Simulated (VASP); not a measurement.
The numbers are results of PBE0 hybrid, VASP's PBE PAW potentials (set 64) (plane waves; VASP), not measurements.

A VASP calculation is set up with these files.

**POSCAR**
```
ZnS
3.8129170
  0.0000000000   0.7071068338   0.7071068338
  0.7071068338   0.0000000000   0.7071068338
  0.7071068338   0.7071068338   0.0000000000
Zn S
1 1
Cart
  0.0000000000   0.0000000000   0.0000000000
  0.3535534169   0.3535534169   0.3535534169
```

File KPOINTS:
```
Automatic mesh
0
G
6 6 6
```

**INCAR**
```
! general
SYSTEM  =ZnS
PREC    =Accurate
ENCUT   =520
LREAL   =.FALSE.
LASPH   =.TRUE.
ISYM    =3

! electronic loop
EDIFF   =1E-6
NELM    =60
ALGO    =Normal
LMAXMIX =4

! smearing
ISMEAR  =0
SIGMA   =0.05

! functional
GGA     =PE
LHFCALC =.TRUE.
AEXX    =0.25
HFRCUT  =-1
PRECFOCK=Fast

! ions
ISIF    =2

! output
LWAVE   =.FALSE.
LCHARG  =.FALSE.
```

POTCAR, in this order: Zn S (PBE.64 set). Program: vasp_std. Read from the step before: WAVECAR.

Output of the run:

File OSZICAR:
```
       N       E                     dE             d eps       ncg     rms          rms(c)
DAV:   1    -0.893654980664E+01   -0.89365E+01   -0.58175E-01   518   0.301E+01    0.161E+00
DAV:   2    -0.892409543935E+01    0.12454E-01   -0.18979E-01   489   0.986E+00    0.746E-01
DAV:   3    -0.892507543038E+01   -0.97999E-03   -0.22802E-02   506   0.295E+00    0.493E-01
DAV:   4    -0.892517720105E+01   -0.10177E-03   -0.22903E-03   461   0.601E-01    0.286E-01
DAV:   5    -0.892511137489E+01    0.65826E-04   -0.19991E-04   611   0.219E-01    0.172E-01
DAV:   6    -0.892509985163E+01    0.11523E-04   -0.41998E-05   471   0.608E-02    0.100E-01
DAV:   7    -0.892509233889E+01    0.75127E-05   -0.42043E-06   451   0.329E-02    0.563E-02
DAV:   8    -0.892508866862E+01    0.36703E-05   -0.11888E-06   298   0.122E-02    0.301E-02
DAV:   9    -0.892508707080E+01    0.15978E-05   -0.61513E-07   228   0.728E-03    0.147E-02
DAV:  10    -0.892508629681E+01    0.77399E-06   -0.17090E-07   223   0.476E-03
   1 F= -.89250863E+01 E0= -.89250863E+01  d E =-.807598E-14
```

OUTCAR:
```
------------------------ aborting loop because EDIFF is reached ----------------------------------------
  FORCE on cell =-STRESS in cart. coord.  units (eV):
  Direction    XX          YY          ZZ          XY          YZ          ZX
  --------------------------------------------------------------------------------------
  Total        0.2890846      0.2890846      0.2890846      0.0000000     -0.0000000      0.0000000
  in kB       11.8162131     11.8162131     11.8162131      0.0000000     -0.0000000      0.0000000
  external PRESSURE =      11.8162131 kB  Pullay stress =       0.0000000 kB
  volume of cell :       39.20
      direct lattice vectors                 reciprocal lattice vectors
     0.000000000  2.696139667  2.696139667    -0.185450333  0.185450333  0.185450333
     2.696139667  0.000000000  2.696139667     0.185450333 -0.185450333  0.185450333
     2.696139667  2.696139667  0.000000000     0.185450333  0.185450333 -0.185450333
  FREE ENERGIE OF THE ION-ELECTRON SYSTEM (eV)
  ---------------------------------------------------
  free  energy   TOTEN  =        -8.9250862968 eV

  energy  without entropy=       -8.9250862968  energy(sigma->0) =       -8.92508630

  exchange ACFDT corr.  =         0.00000000  see jH, gK, PRB 81, 115126
```
(Selected blocks of OUTCAR.)

The compound is ZnS in the zinc blende structure. This cell is one point of a volume scan, at 0.97 of the reference volume. The cell's shape comes from a PBE relaxation.
